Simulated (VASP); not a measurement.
Computed with PBE GGA, VASP's PBE PAW potentials (set 64) (plane waves; VASP 6.6.1).

A VASP calculation is set up with these files.

### KPOINTS
```
Automatic mesh
0
gamma
 13 13 7
0 0 0
```

INCAR:
```
ALGO=VeryFast
EDIFF=1E-6
ENCUT=400
GGA=PE
ISIF=2
ISMEAR=1
LASPH=.TRUE.
LCHARG=.FALSE.
LMAXMIX=4
LREAL=.FALSE.
LWAVE=.FALSE.
NELM=100
PREC=Accurate
SIGMA=0.1
SYSTEM=Ti
```

**POSCAR**
```
Ti
1.0
  1.5045000000  -2.6058700000   0.0000000000
  1.5045000000   2.6058700000   0.0000000000
  0.0000000000   0.0000000000   4.7736000000
Ti
2
Direct
  0.3333330000   0.6666670000   0.2500000000
  0.6666670000   0.3333330000   0.7500000000
```

POTCAR, in this order: Ti_sv (PBE.64 set). Program: vasp_std.

Q: What will the output report for the number of irreducible k-points (NKPTS), number of bands (NBANDS), largest plane-wave count, number of space-group operations, FFT grid (NGX, NGY, NGZ)?

A: 
| Property | Result |
|---|---|
| number of irreducible k-points (NKPTS) | 84 |
| number of bands (NBANDS) | 16 |
| largest plane-wave count | 699 |
| number of space-group operations | 24 |
| FFT grid (NGX, NGY, NGZ) | 20 × 20 × 32 |

The compound is Ti in the hcp structure. The cell was not relaxed at this level. The run is one of a series of settings (ALGO = VeryFast against the base run), some of them coarse on purpose.
